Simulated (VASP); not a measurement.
**Relaxed cell of SrTiO3 (Tausonite): a test of cutoff and mesh**

How far does the relaxed cell of SrTiO3 (Tausonite) depend on cutoff and k mesh? The starting structure is a measured crystal structure from the Crystallography Open Database. The first relaxation on each setting starts from this cell expanded by 3 % in volume.

Main program and level: VASP 6.6.1; Kohn-Sham DFT with plane waves and PAW; PBEsol.

## Step 1: The structure

The structure is cubic, space group Pm-3m (No. 221). The conventional cell has a = 3.905 Å, b = 3.905 Å, c = 3.905 Å, α = 90.00°, β = 90.00°, γ = 90.00°. Sr has 12 O at 2.76 Å nearest. Nearest to Ti lie 6 O at 1.95 Å. Nearest to O lie 2 Ti at 1.95 Å and 4 Sr at 2.76 Å. Farther neighbours and most contacts between anions are not listed.

Structure file:

```cif
data_structure
_symmetry_space_group_name_H-M 'P 1'
_symmetry_Int_Tables_number 1
_cell_length_a 3.9053
_cell_length_b 3.9053
_cell_length_c 3.9053
_cell_angle_alpha 90.000
_cell_angle_beta 90.000
_cell_angle_gamma 90.000
_cell_volume 59.56
loop_
_atom_site_label
_atom_site_type_symbol
_atom_site_fract_x
_atom_site_fract_y
_atom_site_fract_z
_atom_site_occupancy
Sr1 Sr 0.50000 0.50000 0.50000 1
Ti2 Ti 0.00000 0.00000 0.00000 1
O3 O 0.00000 0.00000 0.50000 1
O4 O 0.00000 0.50000 0.00000 1
O5 O 0.50000 0.00000 0.00000 1
```

## Step 2: Reference relaxation

This run starts from the cell of an earlier relaxation, which isn't shown; the restart sets up the plane waves anew.

INCAR

```
SYSTEM = SrTiO3
PREC = Accurate
ENCUT = 520
EDIFF = 1E-06
NELM = 100
ISMEAR = 0
SIGMA = 0.03
LREAL = .FALSE.
ALGO = Normal
GGA = PS
NBANDS = 26
LASPH = .TRUE.
LORBIT = 11
LWAVE = .FALSE.
LCHARG = .FALSE.
KPAR = 16
IBRION = 2
NSW = 50
ISIF = 3
EDIFFG = -0.006
```

POSCAR

```
SrTiO3
1.0
    3.8961433073      0.0000000000      0.0000000000
    0.0000000000      3.8961433073      0.0000000000
    0.0000000000      0.0000000000      3.8961433073
Sr Ti O
1 1 3
Direct
    0.5000000000      0.5000000000      0.5000000000
    0.0000000000      0.0000000000      0.0000000000
    0.0000000000      0.0000000000      0.5000000000
    0.0000000000      0.5000000000      0.0000000000
    0.5000000000      0.0000000000      0.0000000000
```

KPOINTS

```
Automatic mesh
0
Gamma
6 6 6
0 0 0
```

The projector-augmented-wave data sets are Sr_sv, Ti_sv and O (PBE family, release 64).

Launch:

```sh
> mpirun -np 16 vasp_std
```

The log of the run:

```text
[banner, memory and clock lines left out]
running   16 mpi-ranks, on    1 nodes
 distrk:  each k-point on    1 cores,   16 groups
 distr:  one band on    1 cores,    1 groups

 POSCAR found type information on POSCAR SrTiO
 POSCAR found :  3 types and       5 ions
|                                                                             |
|           W    W    AA    RRRRR   N    N  II  N    N   GGGG   !!!           |
|           W    W   A  A   R    R  NN   N  II  NN   N  G    G  !!!           |
|           W    W  A    A  R    R  N N  N  II  N N  N  G       !!!           |
|           W WW W  AAAAAA  RRRRR   N  N N  II  N  N N  G  GGG   !            |
|           WW  WW  A    A  R   R   N   NN  II  N   NN  G    G                |
|           W    W  A    A  R    R  N    N  II  N    N   GGGG   !!!           |
|                                                                             |
|     For optimal performance we recommend to set                             |
|       NCORE = 2 up to number-of-cores-per-socket                            |
|     NCORE specifies how many cores store one orbital (NPAR=cpu/NCORE).      |
|     This setting can greatly improve the performance of VASP for DFT.       |
|     The default, NCORE=1 might be grossly inefficient on modern             |
|     multi-core architectures or massively parallel machines. Do your        |
|     Unfortunately you need to use the default for GW and RPA                |
|     calculations (for HF NCORE is supported but not extensively tested      |
|     yet).                                                                   |
|                                                                             |

|                                                                             |
|               ----> ADVICE to this user running VASP <----                  |
|                                                                             |
|     You enforced a specific xc type in the INCAR file but a different       |
|     [... a line on the potential file left out ...]
|     I HOPE YOU KNOW WHAT YOU ARE DOING!                                     |
|                                                                             |

 LDA part: xc-table for (Slater+PW92), standard interpolation
 POSCAR, INCAR and KPOINTS ok, starting setup
 FFT: planning ... GRIDC
 FFT: planning ... GRID_SOFT
 FFT: planning ... GRID
 WAVECAR not read
 entering main loop
       N       E                     dE             d eps       ncg     rms          rms(c)
DAV:   1     0.429200687408E+03    0.42920E+03   -0.20733E+04  1040   0.167E+03
DAV:   2    -0.447431970428E+01   -0.43368E+03   -0.42132E+03  1200   0.460E+02
DAV:   3    -0.491368976958E+02   -0.44663E+02   -0.44286E+02  1200   0.144E+02
DAV:   4    -0.515959483501E+02   -0.24591E+01   -0.24564E+01  1836   0.299E+01
DAV:   5    -0.516278509574E+02   -0.31903E-01   -0.31870E-01  1358   0.312E+00    0.271E+01
DAV:   6    -0.420632106830E+02    0.95646E+01   -0.55679E+01  1528   0.683E+01    0.157E+01
DAV:   7    -0.420956821060E+02   -0.32471E-01   -0.76243E+00  1330   0.204E+01    0.112E+01
DAV:   8    -0.421204774202E+02   -0.24795E-01   -0.19098E+00  1346   0.143E+01    0.317E+00
DAV:   9    -0.420237951967E+02    0.96682E-01   -0.46103E-01  1326   0.698E+00    0.102E+00
DAV:  10    -0.420281891195E+02   -0.43939E-02   -0.15478E-01  1266   0.248E+00    0.988E-01
DAV:  11    -0.420160772077E+02    0.12112E-01   -0.43611E-02  1566   0.200E+00    0.205E-01
DAV:  12    -0.420158863893E+02    0.19082E-03   -0.29240E-03  1228   0.447E-01    0.973E-02
DAV:  13    -0.420158672581E+02    0.19131E-04   -0.67316E-04  1712   0.204E-01    0.503E-02
DAV:  14    -0.420158721255E+02   -0.48674E-05   -0.10190E-04  1296   0.114E-01    0.257E-02
DAV:  15    -0.420158669849E+02    0.51406E-05   -0.51505E-05  1456   0.674E-02    0.202E-02
DAV:  16    -0.420158656906E+02    0.12943E-05   -0.87430E-06  1212   0.376E-02    0.500E-03
DAV:  17    -0.420158656804E+02    0.10256E-07   -0.52042E-07   832   0.762E-03
   1 F= -.42015866E+02 E0= -.42015866E+02  d E =-.420159E+02
 curvature:   0.00 expect dE= 0.000E+00 dE for cont linesearch  0.000E+00
 trial: gam= 0.00000 g(F)=  0.000E+00 g(S)=  0.246E-05 ort = 0.000E+00 (trialstep = 0.100E+01)
 search vector abs. value=  0.246E-05
 reached required accuracy - stopping structural energy minimisation
```

The job ended after 29 s (16 MPI ranks of AMD EPYC 7571, shared host; peak memory 2.8 GiB).

The logs omit lines about the potential files and the build; timing stands in the text.

From OUTCAR (step 2):

```text
ion  position               nearest neighbor table
   1  0.500  0.500  0.500-   3 2.75   4 2.75   5 2.75   4 2.75   5 2.75   3 2.75   5 2.75   5 2.75
                             3 2.75   4 2.75   4 2.75   3 2.75   2 3.37   2 3.37   2 3.37   2 3.37
   2  0.000  0.000  0.000-   3 1.95   4 1.95   5 1.95   3 1.95   4 1.95   5 1.95   1 3.37   1 3.37
                             1 3.37   1 3.37   1 3.37   1 3.37   1 3.37   1 3.37
   3  0.000  0.000  0.500-   2 1.95   2 1.95   1 2.75   1 2.75   1 2.75   1 2.75
   4  0.000  0.500  0.000-   2 1.95   2 1.95   1 2.75   1 2.75   1 2.75   1 2.75
   5  0.500  0.000  0.000-   2 1.95   2 1.95   1 2.75   1 2.75   1 2.75   1 2.75

  LATTYP: Found a simple cubic cell.
 ALAT       =     3.8961433073

 Subroutine GETGRP returns: Found 48 space group operations
 (whereof 48 operations were pure point group operations)

The static configuration has the point symmetry O_h .

 Found     20 irreducible k-points:

   k-points           NKPTS =     20   k-points in BZ     NKDIM =     20   number of bands    NBANDS=     26

   dimension x,y,z NGX =    30 NGY =   30 NGZ =   30
   dimension x,y,z NGXF=    60 NGYF=   60 NGZF=   60

   ENCUT  =  520.0 eV  38.22 Ry    6.18 a.u.   7.24  7.24  7.24*2*pi/ulx,y,z

   NELECT =      40.0000    total number of electrons

 k-points in reciprocal lattice and weights: Automatic mesh
   0.00000000  0.00000000  0.00000000       0.005
   0.16666667  0.00000000  0.00000000       0.028
   0.33333333  0.00000000  0.00000000       0.028
   0.50000000  0.00000000  0.00000000       0.014
   0.16666667  0.16666667  0.00000000       0.056
   0.33333333  0.16666667  0.00000000       0.111
   0.50000000  0.16666667  0.00000000       0.056
   0.33333333  0.33333333  0.00000000       0.056
   0.50000000  0.33333333  0.00000000       0.056
[...]
0.50000000  0.50000000  0.33333333       0.028
   0.50000000  0.50000000  0.50000000       0.005

 average (electrostatic) potential at core
       1 -34.2453       2 -76.1795       3 -69.4557       4 -69.4557       5 -69.4557

 E-fermi :   4.2611

 k-point     1 :       0.0000    0.0000    0.0000
  band No.  band energies     occupation
    ...
     16       2.8833      2.00000
     17       2.8833      2.00000
     18       3.7269      2.00000
     19       3.7269      2.00000
     20       3.7269      2.00000
     21       5.8939      0.00000
     22       5.8939      0.00000
     23       5.8939      0.00000
     24       8.4631      0.00000
     25       8.4631      0.00000
    ...

 k-point     2 :       0.1667    0.0000    0.0000
  band No.  band energies     occupation
    ...
     16       2.5305      2.00000
     17       2.6389      2.00000
     18       2.9533      2.00000
     19       3.5740      2.00000
     20       3.5740      2.00000
     21       5.9374      0.00000
     22       6.4918      0.00000
     23       6.4918      0.00000
     24       8.4714      0.00000
     25       9.2085      0.00000
    ...

 k-point     3 :       0.3333    0.0000    0.0000
  band No.  band energies     occupation
    ...
     16       1.9430      2.00000
     17       1.9430      2.00000
     18       2.2158      2.00000
     19       3.4052      2.00000
     20       3.4052      2.00000
     21       6.0278      0.00000
     22       7.4567      0.00000
     23       7.4567      0.00000
     24       8.4799      0.00000
     25      10.2566      0.00000
    ...

  Total       -0.0092188     -0.0092188     -0.0092188      0.0000000      0.0000000     -0.0000000
  in kB       -0.2497359     -0.2497359     -0.2497359      0.0000000      0.0000000     -0.0000000
  external PRESSURE =      -0.2497359 kB  Pullay stress =       0.0000000 kB

  energy-cutoff  :      520.00
  volume of cell :       59.14
      direct lattice vectors                 reciprocal lattice vectors
     3.896143307  0.000000000  0.000000000     0.256664070  0.000000000  0.000000000
     0.000000000  3.896143307  0.000000000     0.000000000  0.256664070  0.000000000
     0.000000000  0.000000000  3.896143307     0.000000000  0.000000000  0.256664070

 POSITION                                       TOTAL-FORCE (eV/Angst)
 -----------------------------------------------------------------------------------
      1.94807      1.94807      1.94807         0.000000      0.000000      0.000000
      0.00000      0.00000      0.00000         0.000000      0.000000      0.000000
      0.00000      0.00000      1.94807         0.000000      0.000000      0.000000
      0.00000      1.94807      0.00000         0.000000      0.000000      0.000000
      1.94807      0.00000      0.00000         0.000000      0.000000      0.000000
 -----------------------------------------------------------------------------------
    total drift:                                0.000000     -0.000000      0.000000

  FREE ENERGIE OF THE ION-ELECTRON SYSTEM (eV)
  ---------------------------------------------------
  free  energy   TOTEN  =       -42.0158656804 eV

  energy  without entropy=      -42.0158656804  energy(sigma->0) =      -42.01586568

 reached required accuracy - stopping structural energy minimisation

 total charge
# of ion       s       p       d       tot
------------------------------------------
    1        1.997   5.762   0.208   7.967
    2        2.236   6.332   1.781  10.349
    3        1.560   3.475   0.000   5.035
    4        1.560   3.475   0.000   5.035
    5        1.560   3.475   0.000   5.035
--------------------------------------------------
tot          8.913  22.519   1.989  33.421

[... 3 further parts left out ...]
```

CONTCAR:

```
SrTiO3
   1.00000000000000
     3.8961433073000000    0.0000000000000000    0.0000000000000000
     0.0000000000000000    3.8961433073000000    0.0000000000000000
     0.0000000000000000    0.0000000000000000    3.8961433073000000
  Sr              Ti              O
     1     1     3
Direct
     0.5000000000000000    0.5000000000000000    0.5000000000000000
     0.0000000000000000    0.0000000000000000    0.0000000000000000
     0.0000000000000000    0.0000000000000000    0.5000000000000000
     0.0000000000000000    0.5000000000000000    0.0000000000000000
     0.5000000000000000    0.0000000000000000    0.0000000000000000
```

The PAW data sets were made with PBE, which is usual practice but a small mismatch for other functionals. The run keeps the 48 symmetry operations of its start, so it cannot find a distortion of lower symmetry.

The reference relaxation ends at 11.829 Å³ an atom. Pressures at 0.985 and 1.015 times this volume, from two more relaxations that aren't shown, give a bulk modulus of 185.0 GPa.

## Step 3: Relaxation with a cutoff of 400 eV

Against step 2 the input has ENCUT = 400. This run starts from the cell of an earlier relaxation, which isn't shown; the restart sets up the plane waves anew.

INCAR: that of step 2 with these lines changed.

```diff
@@ -2,3 +2,3 @@
 PREC = Accurate
-ENCUT = 520
+ENCUT = 400
 EDIFF = 1E-06
```

POSCAR: that of step 2 with these lines changed.

```diff
@@ -2,5 +2,5 @@
 1.0
-    3.8961433073      0.0000000000      0.0000000000
-    0.0000000000      3.8961433073      0.0000000000
-    0.0000000000      0.0000000000      3.8961433073
+    3.8709066114      0.0000000000      0.0000000000
+    0.0000000000      3.8709066114      0.0000000000
+    0.0000000000      0.0000000000      3.8709066114
 Sr Ti O
```

KPOINTS is that of step 2.

Launch:

```sh
> mpirun -np 16 vasp_std
```

The log of the run:

```text
[banner, memory and clock lines left out]
running   16 mpi-ranks, on    1 nodes
[...]
[... a notice as in an earlier step ...]

 [... a notice as in an earlier step ...]

 LDA part: xc-table for (Slater+PW92), standard interpolation
 POSCAR, INCAR and KPOINTS ok, starting setup
[...]
entering main loop
       N       E                     dE             d eps       ncg     rms          rms(c)
DAV:   1     0.374795367007E+03    0.37480E+03   -0.18169E+04  1040   0.139E+03
DAV:   2    -0.202215172880E+02   -0.39502E+03   -0.38441E+03  1264   0.411E+02
DAV:   3    -0.500868816472E+02   -0.29865E+02   -0.29754E+02  1346   0.121E+02
DAV:   4    -0.514499281187E+02   -0.13630E+01   -0.13610E+01  1664   0.207E+01
[...]
DAV:  14    -0.420446368310E+02    0.58587E-05   -0.13210E-04  1318   0.159E-01    0.243E-02
DAV:  15    -0.420446321202E+02    0.47108E-05   -0.52744E-05  1316   0.684E-02    0.175E-02
DAV:  16    -0.420446315450E+02    0.57524E-06   -0.74695E-06  1218   0.305E-02
[...]
2 F= -.42042430E+02 E0= -.42042430E+02  d E =0.220137E-02
 trial-energy change:    0.002201  1 .order    0.002256   -0.009683    0.014195
 step:   0.4088(harm=  0.4055)  dis= 0.00000  next Energy=   -42.046615 (dE=-0.198E-02)
[...]
N       E                     dE             d eps       ncg     rms          rms(c)
DAV:   1    -0.420717448222E+02   -0.29315E-01   -0.72239E-01  1228   0.862E+00    0.150E+00
DAV:   2    -0.420499072478E+02    0.21838E-01   -0.77434E-02  1242   0.274E+00    0.531E-01
DAV:   3    -0.420461016883E+02    0.38056E-02   -0.21681E-02  1156   0.899E-01    0.242E-01
DAV:   4    -0.420462542181E+02   -0.15253E-03   -0.47472E-03  1510   0.344E-01    0.217E-01
DAV:   5    -0.420464013010E+02   -0.14708E-03   -0.41755E-04  1664   0.199E-01    0.164E-01
DAV:   6    -0.420465967891E+02   -0.19549E-03   -0.39156E-04  1460   0.106E-01    0.529E-02
DAV:   7    -0.420466303715E+02   -0.33582E-04   -0.11753E-04  1586   0.512E-02    0.170E-02
DAV:   8    -0.420466334679E+02   -0.30965E-05   -0.89653E-06  1328   0.210E-02    0.386E-03
DAV:   9    -0.420466333215E+02    0.14643E-06   -0.23958E-06  1104   0.834E-03
   3 F= -.42046633E+02 E0= -.42046633E+02  d E =-.200178E-02
[...]
reached required accuracy - stopping structural energy minimisation
```

Elapsed: 35 s, on 16 MPI ranks; peak memory 2.9 GiB.

Parts of OUTCAR (step 3):

```text
  Total       -0.0011737     -0.0011737     -0.0011737      0.0000000      0.0000000     -0.0000000
  in kB       -0.0326446     -0.0326446     -0.0326446      0.0000000      0.0000000     -0.0000000
  external PRESSURE =      -0.0326446 kB  Pullay stress =       0.0000000 kB

 POSITION                                       TOTAL-FORCE (eV/Angst)
 -----------------------------------------------------------------------------------
      1.93104      1.93104      1.93104         0.000000      0.000000      0.000000
      0.00000      0.00000      0.00000        -0.000000     -0.000000      0.000000
      0.00000      0.00000      1.93104        -0.000000      0.000000      0.000000
      0.00000      1.93104      0.00000        -0.000000     -0.000000      0.000000
      1.93104     -0.00000     -0.00000        -0.000000     -0.000000      0.000000
 -----------------------------------------------------------------------------------
    total drift:                                0.000000      0.000000     -0.000000

  FREE ENERGIE OF THE ION-ELECTRON SYSTEM (eV)
  ---------------------------------------------------
  free  energy   TOTEN  =       -42.0466333215 eV

  energy  without entropy=      -42.0466333215  energy(sigma->0) =      -42.04663332

[... 2 parts as in an earlier step ...]

[... 2 further parts left out ...]
[key lines of the parts left out:]
E-fermi :   4.5835
```

With a cutoff of 400 eV the cell ends at 11.521 Å³ an atom, -2.60 % from the reference; the bulk modulus is 203.4 GPa against 185.0 GPa.

## Step 4: Relaxation with a 3×3×3 mesh

Against step 2 the input has a 3×3×3 mesh (also changed: KPAR and NCORE). This run starts from the cell of an earlier relaxation, which isn't shown; the restart sets up the plane waves anew.

INCAR: that of step 3 with these lines changed.

```diff
@@ -2,3 +2,3 @@
 PREC = Accurate
-ENCUT = 400
+ENCUT = 520
 EDIFF = 1E-06
@@ -15,3 +15,4 @@
 LCHARG = .FALSE.
-KPAR = 16
+KPAR = 2
+NCORE = 8
 IBRION = 2
```

POSCAR: that of step 3 with these lines changed.

```diff
@@ -2,5 +2,5 @@
 1.0
-    3.8709066114      0.0000000000      0.0000000000
-    0.0000000000      3.8709066114      0.0000000000
-    0.0000000000      0.0000000000      3.8709066114
+    3.8984667615      0.0000000000      0.0000000000
+    0.0000000000      3.8984667615      0.0000000000
+    0.0000000000      0.0000000000      3.8984667615
 Sr Ti O
```

KPOINTS

```
Automatic mesh
0
Gamma
3 3 3
0 0 0
```

Launch:

```sh
> mpirun -np 16 vasp_std
```

The log of the run:

```text
[banner, memory and clock lines left out]
running   16 mpi-ranks, on    1 nodes
[...]
[... a notice as in an earlier step ...]

 LDA part: xc-table for (Slater+PW92), standard interpolation
 POSCAR, INCAR and KPOINTS ok, starting setup
[...]
entering main loop
       N       E                     dE             d eps       ncg     rms          rms(c)
DAV:   1     0.439959753301E+03    0.43996E+03   -0.21236E+04   208   0.168E+03
DAV:   2    -0.100146030908E+02   -0.44997E+03   -0.43568E+03   248   0.464E+02
DAV:   3    -0.495982372129E+02   -0.39584E+02   -0.39359E+02   240   0.138E+02
DAV:   4    -0.515733998869E+02   -0.19752E+01   -0.19721E+01   344   0.278E+01
[...]
DAV:  14    -0.419082198465E+02    0.79933E-05   -0.31056E-04   274   0.202E-01    0.302E-02
DAV:  15    -0.419082083904E+02    0.11456E-04   -0.48185E-05   274   0.774E-02    0.118E-02
DAV:  16    -0.419082087143E+02   -0.32386E-06   -0.83713E-06   252   0.202E-02
   1 F= -.41908209E+02 E0= -.41908209E+02  d E =-.419082E+02
[...]
reached required accuracy - stopping structural energy minimisation
```

It took 5.4 s on 16 MPI ranks; peak memory 1.4 GiB; 75 s of CPU time.

From OUTCAR (step 4):

```text
  Total       -0.0016169     -0.0016169     -0.0016169     -0.0000000      0.0000000     -0.0000000
  in kB       -0.0437221     -0.0437221     -0.0437221     -0.0000000      0.0000000     -0.0000000
  external PRESSURE =      -0.0437221 kB  Pullay stress =       0.0000000 kB

 POSITION                                       TOTAL-FORCE (eV/Angst)
 -----------------------------------------------------------------------------------
      1.94923      1.94923      1.94923         0.000000      0.000000      0.000000
      0.00000      0.00000      0.00000         0.000000      0.000000      0.000000
      0.00000      0.00000      1.94923         0.000000      0.000000      0.000000
      0.00000      1.94923      0.00000         0.000000      0.000000      0.000000
      1.94923      0.00000      0.00000         0.000000      0.000000      0.000000
 -----------------------------------------------------------------------------------
    total drift:                               -0.000000     -0.000000      0.000000

  FREE ENERGIE OF THE ION-ELECTRON SYSTEM (eV)
  ---------------------------------------------------
  free  energy   TOTEN  =       -41.9082087143 eV

  energy  without entropy=      -41.9082087143  energy(sigma->0) =      -41.90820871

[... 1 part as in an earlier step ...]

[... 3 further parts left out ...]
[key lines of the parts left out:]
E-fermi :   3.9405
```

With a 3×3×3 mesh the cell ends at 11.850 Å³ an atom, +0.18 % from the reference; the bulk modulus is 183.6 GPa against 185.0 GPa.

[end of part 1 of 2]

[Lines on the potential files, build, host, timing and source positions are cut from VASP's logs without a mark.]

[Logs are printed without paths, hosts, clocks, repeated set-up lines and the standing remarks that a program may print on its own settings, such as how far it seeks lower states.]

[Hosts, paths, dates, database ids (printed as entryN), source tags and the programs' standing remarks are cut or masked in the printed files.]
